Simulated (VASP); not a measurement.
Output of a VASP run:

File OSZICAR:
```
       N       E                     dE             d eps       ncg     rms          rms(c)
DAV:   1     0.290216379351E+03    0.29022E+03   -0.14595E+04  1312   0.121E+03
DAV:   2    -0.304988892945E+01   -0.29327E+03   -0.29089E+03  1312   0.390E+02
DAV:   3    -0.422403461301E+02   -0.39190E+02   -0.38430E+02  2312   0.117E+02
DAV:   4    -0.447850539732E+02   -0.25447E+01   -0.25326E+01  1712   0.276E+01
DAV:   5    -0.449490110246E+02   -0.16396E+00   -0.16388E+00  2056   0.626E+00    0.178E+01
DAV:   6    -0.419086553234E+02    0.30404E+01   -0.61176E+01  1872   0.513E+01    0.856E+00
DAV:   7    -0.407851001218E+02    0.11236E+01   -0.17916E+01  1800   0.271E+01    0.516E+00
DAV:   8    -0.406781710090E+02    0.10693E+00   -0.14211E+00  1800   0.825E+00    0.966E-01
DAV:   9    -0.406699986662E+02    0.81723E-02   -0.88474E-02  1840   0.217E+00    0.540E-01
DAV:  10    -0.406705288454E+02   -0.53018E-03   -0.14926E-02  1872   0.862E-01    0.188E-01
DAV:  11    -0.406701559549E+02    0.37289E-03   -0.45765E-03  1832   0.431E-01    0.265E-02
DAV:  12    -0.406701435462E+02    0.12409E-04   -0.20122E-04  1824   0.912E-02    0.944E-03
DAV:  13    -0.406701431369E+02    0.40930E-06   -0.47728E-06  1400   0.183E-02
   1 F= -.40670143E+02 E0= -.40645521E+02  d E =-.492452E-01
```

File OUTCAR:
```
------------------------ aborting loop because EDIFF is reached ----------------------------------------
  FORCE on cell =-STRESS in cart. coord.  units (eV):
  Direction    XX          YY          ZZ          XY          YZ          ZX
  --------------------------------------------------------------------------------------
  Total       -3.1017713     -3.0537289     -3.1317046      0.0000000     -0.0000000      0.0000000
  in kB      -55.2912078    -54.4348197    -55.8247892      0.0000000     -0.0000000      0.0000000
  external PRESSURE =     -55.1836056 kB  Pullay stress =       0.0000000 kB
  volume of cell :       89.88
      direct lattice vectors                 reciprocal lattice vectors
     1.797759000 -6.884327000  0.000000000     0.278124042 -0.072628741  0.000000000
     1.797759000  6.884327000  0.000000000     0.278124042  0.072628741  0.000000000
     0.000000000  0.000000000  3.631126000     0.000000000  0.000000000  0.275396668
 POSITION                                       TOTAL-FORCE (eV/Angst)
 -----------------------------------------------------------------------------------
      1.79776     -5.46450      2.72334         0.000000      0.155945      0.000000
      1.79776      5.46450      0.90778         0.000000     -0.155945     -0.000000
      1.79776     -0.80202      2.72334         0.000000     -0.023730     -0.000000
      1.79776      0.80202      0.90778         0.000000      0.023730     -0.000000
      1.79776      3.44643      2.72334         0.000000     -0.025238     -0.000000
      1.79776     -3.44643      0.90778         0.000000      0.025238     -0.000000
 -----------------------------------------------------------------------------------
    total drift:                               -0.000000     -0.000000     -0.000000
  FREE ENERGIE OF THE ION-ELECTRON SYSTEM (eV)
  ---------------------------------------------------
  free  energy   TOTEN  =       -40.6701431369 eV

  energy  without entropy=      -40.6208979172  energy(sigma->0) =      -40.64552053
```
(Selected blocks of OUTCAR.)

File POSCAR:
```
TiSi2
1
    1.7977590000    -6.8843270000     0.0000000000
    1.7977590000     6.8843270000     0.0000000000
    0.0000000000     0.0000000000     3.6311260000
Ti Si
2 4
Direct
  0.8968800000   0.1031200000   0.7500000000
  0.1031200000   0.8968800000   0.2500000000
  0.5582500000   0.4417500000   0.7500000000
  0.4417500000   0.5582500000   0.2500000000
  0.2496900000   0.7503100000   0.7500000000
  0.7503100000   0.2496900000   0.2500000000
```

Reconstruct the remaining input files.

This is not unique; one that fits is the input of the run itself, PBE GGA, plane waves, VASP's PBE PAW potentials (set 64).

KPOINTS:
```
Automatic mesh
0
Gamma
5 5 4
```

### INCAR
```
! general
SYSTEM  = TiSi2
PREC    = Accurate
ENCUT   = 300
LREAL   = .FALSE.
LASPH   = .TRUE.

! electronic loop
EDIFF   = 1E-6
NELM    = 100
ALGO    = Normal
LMAXMIX = 4

! smearing
ISMEAR  = -1
SIGMA   = 0.1

! functional
GGA     = PE

! ions
ISIF    = 2

! output
LWAVE   = .FALSE.
LCHARG  = .FALSE.
```

POTCAR, in this order: Ti_sv Si (PBE.64 set). Program: vasp_std.

At this cut-off the stress carries a Pulay error, which pulls relaxed volumes low.

The structure comes from a computed database's TiSi2 entry; how it stands against other phases isn't given here. The cell was not relaxed at this level. The k-mesh is coarse (spacing up to 0.43 per Å, 2π included), so the numbers may not be converged in it. The run is one of a series of settings (KPOINTS 5×5×4 Γ-centred mesh against the base run), some of them coarse on purpose.
